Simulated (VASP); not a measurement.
These are PBE GGA with D4 dispersion, VASP's PBE PAW potentials (set 64) (plane waves; VASP 6.6.1) values and carry that method's errors.

Input for VASP

### INCAR
```
! general
SYSTEM =BaTiO3
PREC   =Accurate
ENCUT  =520
LREAL  =.FALSE.
LASPH  =.TRUE.

! electronic loop
EDIFF  =1E-7
NELM   =100
ALGO   =Normal
LMAXMIX=4

! smearing
ISMEAR =0
SIGMA  =0.05

! functional
GGA    =PE
IVDW   =13

! ions
IBRION =2
NSW    =30
ISIF   =4
EDIFFG =-0.01

! output
LWAVE  =.FALSE.
LCHARG =.FALSE.
```

POSCAR:
```
BaTiO3
1.0
  4.0230365195   0.0000000000   0.0000000000
  0.0000000000   4.0230365195   0.0000000000
  0.0000000000   0.0000000000   4.1893617666
Ba Ti O
1 1 3
Cartesian
  0.0000000000   0.0000000000   0.0288579543
  2.0115182597   2.0115182597   2.2012494201
  2.0115182597   2.0115182597   4.0458491135
  4.0230365195   2.0115182597   2.0233154525
  2.0115182597   0.0000000000   2.0233154525
```

**KPOINTS**
```
Automatic mesh
0
Gamma
6 6 6
0 0 0
```

POTCAR, in this order: Ba_sv Ti_sv O (PBE.64 set). Program: vasp_std.

The run wrote:

File OSZICAR:
```
...
DAV:   8    -0.400404925430E+02    0.69759E-06   -0.70695E-06  2448   0.189E-02    0.173E-03
DAV:   9    -0.400404925970E+02   -0.53981E-07   -0.73197E-07  2208   0.598E-03
   2 F= -.41061779E+02 E0= -.41061779E+02  d E =-.483092E-02
       N       E                     dE             d eps       ncg     rms          rms(c)
DAV:   1    -0.400404758772E+02    0.16666E-04   -0.49740E-04  2144   0.250E-01    0.697E-03
DAV:   2    -0.400404784525E+02   -0.25753E-05   -0.31690E-05  2080   0.395E-02    0.721E-03
DAV:   3    -0.400404783631E+02    0.89415E-07   -0.18419E-06  2712   0.105E-02    0.419E-03
DAV:   4    -0.400404783213E+02    0.41809E-07   -0.37649E-07  2176   0.539E-03
   3 F= -.41061780E+02 E0= -.41061780E+02  d E =-.483203E-02
       N       E                     dE             d eps       ncg     rms          rms(c)
DAV:   1    -0.400450773122E+02   -0.45989E-02   -0.74631E-01  1928   0.837E+00    0.489E-01
DAV:   2    -0.400446695761E+02    0.40774E-03   -0.40957E-02  2000   0.148E+00    0.314E-01
DAV:   3    -0.400429520330E+02    0.17175E-02   -0.55986E-03  2608   0.635E-01    0.126E-01
DAV:   4    -0.400426917907E+02    0.26024E-03   -0.14485E-03  2664   0.322E-01    0.375E-02
DAV:   5    -0.400426884437E+02    0.33469E-05   -0.18840E-04  2632   0.111E-01    0.170E-02
DAV:   6    -0.400426856455E+02    0.27983E-05   -0.24152E-05  2648   0.383E-02    0.953E-03
DAV:   7    -0.400426864096E+02   -0.76412E-06   -0.49847E-06  2416   0.169E-02    0.363E-03
DAV:   8    -0.400426863198E+02    0.89734E-07   -0.19505E-06  2448   0.938E-03    0.903E-04
DAV:   9    -0.400426863126E+02    0.72623E-08   -0.11106E-07  1168   0.279E-03
   4 F= -.41064631E+02 E0= -.41064631E+02  d E =-.285101E-02
       N       E                     dE             d eps       ncg     rms          rms(c)
DAV:   1    -0.400646369609E+02   -0.21951E-01   -0.66829E+00  1928   0.250E+01    0.146E+00
DAV:   2    -0.400604914473E+02    0.41455E-02   -0.36669E-01  2000   0.445E+00    0.945E-01
DAV:   3    -0.400453631699E+02    0.15128E-01   -0.49142E-02  2728   0.189E+00    0.386E-01
DAV:   4    -0.400428358409E+02    0.25273E-02   -0.13141E-02  2664   0.991E-01    0.114E-01
DAV:   5    -0.400428062815E+02    0.29559E-04   -0.15326E-03  2552   0.331E-01    0.470E-02
DAV:   6    -0.400427866095E+02    0.19672E-04   -0.18231E-04  2720   0.105E-01    0.277E-02
DAV:   7    -0.400427929614E+02   -0.63519E-05   -0.35995E-05  2440   0.468E-02    0.954E-03
DAV:   8    -0.400427927176E+02    0.24387E-06   -0.13104E-05  2400   0.246E-02    0.263E-03
DAV:   9    -0.400427926673E+02    0.50312E-07   -0.10418E-06  2480   0.806E-03    0.854E-04
DAV:  10    -0.400427926913E+02   -0.23985E-07   -0.74201E-08  1264   0.228E-03
   5 F= -.41066934E+02 E0= -.41066934E+02  d E =-.515400E-02
       N       E                     dE             d eps       ncg     rms          rms(c)
DAV:   1    -0.400450265903E+02   -0.22339E-02   -0.43023E-01  1944   0.639E+00    0.373E-01
DAV:   2    -0.400448105511E+02    0.21604E-03   -0.23526E-02  2008   0.112E+00    0.240E-01
DAV:   3    -0.400437998692E+02    0.10107E-02   -0.30860E-03  2608   0.476E-01    0.868E-02
DAV:   4    -0.400436798054E+02    0.12006E-03   -0.73178E-04  2656   0.228E-01    0.277E-02
DAV:   5    -0.400436780752E+02    0.17301E-05   -0.10021E-04  2768   0.814E-02    0.130E-02
DAV:   6    -0.400436764814E+02    0.15938E-05   -0.12792E-05  2672   0.282E-02    0.724E-03
DAV:   7    -0.400436769711E+02   -0.48967E-06   -0.25580E-06  2472   0.126E-02    0.259E-03
DAV:   8    -0.400436769298E+02    0.41314E-07   -0.10078E-06  2344   0.684E-03    0.645E-04
DAV:   9    -0.400436769295E+02    0.27285E-09   -0.54868E-08  1064   0.198E-03
   6 F= -.41067230E+02 E0= -.41067230E+02  d E =-.544923E-02
       N       E                     dE             d eps       ncg     rms          rms(c)
DAV:   1    -0.400440573881E+02   -0.38046E-03   -0.40581E-01  1920   0.499E+00    0.183E-01
DAV:   2    -0.400445714443E+02   -0.51406E-03   -0.10535E-02  2152   0.776E-01    0.118E-01
DAV:   3    -0.400443853466E+02    0.18610E-03   -0.79039E-04  3032   0.227E-01    0.556E-02
DAV:   4    -0.400443283941E+02    0.56953E-04   -0.24914E-04  2464   0.136E-01    0.194E-02
DAV:   5    -0.400443248536E+02    0.35405E-05   -0.50768E-05  2496   0.619E-02    0.930E-03
DAV:   6    -0.400443243434E+02    0.51012E-06   -0.36551E-06  2584   0.174E-02    0.471E-03
DAV:   7    -0.400443242843E+02    0.59176E-07   -0.12792E-06  3024   0.102E-02    0.185E-03
DAV:   8    -0.400443242469E+02    0.37385E-07   -0.55772E-07  2152   0.552E-03
   7 F= -.41067968E+02 E0= -.41067968E+02  d E =-.738072E-03
       N       E                     dE             d eps       ncg     rms          rms(c)
DAV:   1    -0.400443170213E+02    0.72630E-05   -0.21178E-02  1920   0.114E+00    0.417E-02
DAV:   2    -0.400443436647E+02   -0.26643E-04   -0.54972E-04  2136   0.178E-01    0.270E-02
DAV:   3    -0.400443341280E+02    0.95367E-05   -0.42208E-05  3136   0.525E-02    0.128E-02
DAV:   4    -0.400443310841E+02    0.30439E-05   -0.13427E-05  2528   0.319E-02    0.450E-03
DAV:   5    -0.400443309065E+02    0.17755E-06   -0.27162E-06  2472   0.144E-02    0.209E-03
DAV:   6    -0.400443308669E+02    0.39659E-07   -0.16291E-07  1512   0.390E-03
   8 F= -.41067996E+02 E0= -.41067996E+02  d E =-.766609E-03
       N       E                     dE             d eps       ncg     rms          rms(c)
DAV:   1    -0.400431556173E+02    0.11753E-02   -0.31073E-01  2128   0.614E+00    0.148E-01
DAV:   2    -0.400444327825E+02   -0.12772E-02   -0.16063E-02  2088   0.962E-01    0.108E-01
DAV:   3    -0.400443943078E+02    0.38475E-04   -0.69909E-04  2688   0.203E-01    0.578E-02
DAV:   4    -0.400443639156E+02    0.30392E-04   -0.14833E-04  2720   0.109E-01    0.288E-02
DAV:   5    -0.400443603272E+02    0.35884E-05   -0.37819E-05  2648   0.517E-02    0.688E-03
DAV:   6    -0.400443603135E+02    0.13686E-07   -0.22139E-06  2376   0.120E-02    0.442E-03
DAV:   7    -0.400443602219E+02    0.91566E-07   -0.66855E-07  2392   0.757E-03
   9 F= -.41068313E+02 E0= -.41068313E+02  d E =-.316776E-03
       N       E                     dE             d eps       ncg     rms          rms(c)
DAV:   1    -0.400443874118E+02   -0.27098E-04   -0.72331E-03  2128   0.937E-01    0.227E-02
DAV:   2    -0.400444168240E+02   -0.29412E-04   -0.37232E-04  2080   0.146E-01    0.165E-02
DAV:   3    -0.400444160368E+02    0.78721E-06   -0.16298E-05  2688   0.308E-02    0.879E-03
DAV:   4    -0.400444153500E+02    0.68687E-06   -0.34515E-06  2728   0.166E-02    0.438E-03
DAV:   5    -0.400444153053E+02    0.44638E-07   -0.88059E-07  2552   0.790E-03
  10 F= -.41068324E+02 E0= -.41068324E+02  d E =-.327386E-03
       N       E                     dE             d eps       ncg     rms          rms(c)
DAV:   1    -0.400443537337E+02    0.61616E-04   -0.27702E-02  2200   0.161E+00    0.307E-02
DAV:   2    -0.400444300478E+02   -0.76314E-04   -0.89864E-04  1960   0.222E-01    0.145E-02
DAV:   3    -0.400444318657E+02   -0.18179E-05   -0.40205E-05  2736   0.400E-02    0.724E-03
DAV:   4    -0.400444315972E+02    0.26851E-06   -0.24375E-06  2632   0.137E-02    0.292E-03
DAV:   5    -0.400444315703E+02    0.26956E-07   -0.51943E-07  2352   0.601E-03
  11 F= -.41068431E+02 E0= -.41068431E+02  d E =-.107645E-03
       N       E                     dE             d eps       ncg     rms          rms(c)
DAV:   1    -0.400443936793E+02    0.37918E-04   -0.55369E-03  2200   0.721E-01    0.139E-02
DAV:   2    -0.400444090441E+02   -0.15365E-04   -0.18029E-04  1960   0.993E-02    0.657E-03
DAV:   3    -0.400444094543E+02   -0.41024E-06   -0.80464E-06  2744   0.178E-02    0.334E-03
DAV:   4    -0.400444094130E+02    0.41304E-07   -0.43418E-07  2208   0.586E-03
  12 F= -.41068450E+02 E0= -.41068450E+02  d E =-.126617E-03
```

File OUTCAR:
```
------------------------ aborting loop because EDIFF is reached ----------------------------------------
  Edisp (eV):   -1.02404
  FORCE on cell =-STRESS in cart. coord.  units (eV):
  Direction    XX          YY          ZZ          XY          YZ          ZX
  --------------------------------------------------------------------------------------
  Total      -1.10666    -1.10666    -1.07572     0.00000     0.00000     0.00000
  in kB     -26.14985   -26.14985   -25.41874     0.00000     0.00000     0.00000
  external pressure =      -25.91 kB  Pullay stress =        0.00 kB
  volume of cell :       67.80
      direct lattice vectors                 reciprocal lattice vectors
     3.991223194  0.000000000  0.000000000     0.250549757  0.000000000  0.000000000
     0.000000000  3.991223194 -0.000000000     0.000000000  0.250549757  0.000000000
     0.000000000 -0.000000000  4.256413238     0.000000000  0.000000000  0.234939594
 POSITION                                       TOTAL-FORCE (eV/Angst)
 -----------------------------------------------------------------------------------
      0.00000     -0.00000      0.05906         0.000000     -0.000000      0.004788
      1.99561      1.99561      2.26334         0.000000      0.000000     -0.003106
      1.99561      1.99561      4.07186         0.000000      0.000000     -0.004195
      0.00000      1.99561      2.04677         0.000000     -0.000000      0.001257
      1.99561     -0.00000      2.04677        -0.000000     -0.000000      0.001257
 -----------------------------------------------------------------------------------
    total drift:                                0.000000      0.000000      0.000733
  FREE ENERGIE OF THE ION-ELECTRON SYSTEM (eV)
  ---------------------------------------------------
  free  energy   TOTEN  =       -41.0684502761 eV

  energy  without entropy=      -41.0684502761  energy(sigma->0) =      -41.06845028

 reached required accuracy - stopping structural energy minimisation
```
(Selected blocks of OUTCAR.)

CONTCAR:
```
BaTiO3
   1.00000000000000
     3.9912231943303276    0.0000000000000000    0.0000000000000000
     0.0000000000000000    3.9912231943303276   -0.0000000000000000
     0.0000000000000000   -0.0000000000000000    4.2564132379265338
  Ba              Ti              O
     1     1     3
Direct
     0.0000000000000000    0.0000000000000000    0.0138747145809091
     0.5000000000000000    0.5000000000000000    0.5317476260032801
     0.5000000000000000    0.5000000000000000    0.9566412913205854
     0.0000000000000000    0.5000000000000000    0.4808681840476121
     0.5000000000000000    0.0000000000000000    0.4808681840476121
```

**OUTCAR**
```
 val. band max:        3.6688983319   @ k =   0.5000   0.5000   0.5000

 cond. band min:       5.4421319033   @ k =   0.0000   0.0000   0.0000


 Fermi energy:         3.9961578101

 k-point     1 :       0.0000    0.0000    0.0000
  band No.  band energies     occupation
      1     -53.0280      2.00000
      2     -29.3746      2.00000
      3     -29.2190      2.00000
      4     -29.2190      2.00000
      5     -21.6189      2.00000
      6     -13.3512      2.00000
      7     -12.7852      2.00000
      8     -12.5905      2.00000
      9      -6.8179      2.00000
     10      -6.7341      2.00000
     11      -6.7341      2.00000
     12       1.0282      2.00000
     13       1.1786      2.00000
     14       1.1786      2.00000
     15       1.8413      2.00000
     16       1.8413      2.00000
     17       2.3109      2.00000
     18       2.6056      2.00000
     19       3.0691      2.00000
     20       3.0691      2.00000
     21       5.4421      0.00000
     22       6.1431      0.00000
     23       6.1431      0.00000
     24       7.6195      0.00000

 k-point     2 :       0.1667    0.0000    0.0000
  band No.  band energies     occupation
      1     -53.0277      2.00000
      2     -29.3740      2.00000
      3     -29.2320      2.00000
      4     -29.2185      2.00000
      5     -21.5934      2.00000
      6     -13.3611      2.00000
      7     -12.7645      2.00000
      8     -12.5726      2.00000
      9      -6.7873      2.00000
     10      -6.6937      2.00000
     11      -6.6757      2.00000
     12       0.7379      2.00000
     13       1.0009      2.00000
     14       1.1447      2.00000
     15       1.5104      2.00000
     16       1.6905      2.00000
     17       2.2207      2.00000
     18       2.4125      2.00000
     19       2.7459      2.00000
     20       2.8489      2.00000
     21       5.9008      0.00000
     22       6.1461      0.00000
     23       6.1749      0.00000
     24       7.7872      0.00000
...
```

Unless said otherwise, spin-orbit coupling is left out, though it shifts the bands of the heavy elements here.

The compound is BaTiO3 in the tetragonal perovskite structure. This cell is one point of a volume scan, at 1.03 of the reference volume. Symmetry was kept, so distortions that lower it aren't found.
